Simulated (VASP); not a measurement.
Wanted: the native input for a VASP 6.6.1 run.

- Task: relaxation of cell and atoms
- Functional: PBE
- Potentials or basis: VASP PAW PBE potentials, release 64 (K_sv, Cl)
- Cutoff: 600 eV
- k mesh: 8 × 8 × 8
- Occupations: gaussian, width 0.03 eV
- Spin: no spin polarisation
- Further INCAR settings: ALGO = Normal; EDIFF = 1e-07; IBRION = 2; EDIFFG = -0.005; NSW = 90; ISIF = 3

The structure of KCl lies in POSCAR:

```
KCl                                     
1.0
    0.0000000000      3.1936514230      3.1936514230
    3.1936514230     -0.0000000000      3.1936514230
    3.1936514230      3.1936514230      0.0000000000
  K               Cl            
     1     1
Direct
     0.0000000000000000    0.0000000000000000    0.0000000000000000
     0.5000000000000000    0.5000000000000000    0.5000000000000000
```

One way to write it, as run:

INCAR

```
SYSTEM = KCl
ALGO = Normal
EDIFF = 1E-7
EDIFFG = -0.005
ENCUT = 600
GGA = PE
IBRION = 2
ISIF = 3
ISMEAR = 0
LASPH = .True.
LCHARG = .False.
LREAL = .False.
LWAVE = .False.
NELM = 80
NSW = 90
PREC = Accurate
SIGMA = 0.03
```

KPOINTS

```
k-points
0
Gamma
  8 8 8
  0 0 0
```

Potentials or basis: VASP PAW PBE potentials, release 64 (K_sv, Cl).

The run is started by

```sh
$ cat potpaw_PBE.64/K_sv/POTCAR potpaw_PBE.64/Cl/POTCAR > POTCAR
$ mpirun -np 1 vasp_std > vasp.out
```

Results of the run:

The pressure after relaxing is 0.0 GPa and the band gap on the k mesh is 5.04 eV, direct.

Caveat: the relaxation stopped at its first step, so nothing moved.

It took 26 s on 1 thread of Intel(R) Xeon(R) Platinum 8259CL CPU @ 2.50GHz (Skylake/Cascade Lake), on a shared host, peak memory 0.21 GiB.
